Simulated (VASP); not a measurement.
Input:

```
CELL_PARAMETERS angstrom
      1.75319    -3.09333     0.00000
      1.75319     3.09333     0.00000
      0.00000     0.00000     5.02493
ATOMIC_POSITIONS crystal
  Pt 0.00000 0.00000 0.00000
  S  0.33333 0.66667 0.23000
  S  0.68959 0.35626 0.77000
```

Computed with PBE GGA, VASP's PBE PAW potentials (set 64) (plane waves; VASP). Settings: 400 eV cut-off, 2×2×1 Γ-centred mesh, Gaussian smearing of 0.050 eV, potentials Pt S.

Task: Give the force on each atom (eV/Å).

Result: 
| atom | Fx | Fy | Fz |
|---|---|---|---|
| Pt1 | 1.026 | 0.085 | 0.067 |
| S2 | -0.081 | 0.084 | -0.367 |
| S3 | -0.945 | -0.168 | 0.300 |

Task: Give the stress tensor in GPa (positive for a compressed cell).

Result: 
```
6.93  1.29  2.89
1.29  2.76  0.60
2.89  0.60  4.41
```
The pressure is its mean diagonal, 4.70 GPa.

The compound is PtS2 in the 1T layered structure. The cell was not relaxed at this level, atoms are displaced from their ideal sites. The k-mesh is coarse (spacing up to 1.25 per Å, 2π included), so the numbers may not be converged in it. The run is one of a series of settings (KPOINTS 2×2×1 Γ-centred mesh against the base run), some of them coarse on purpose.
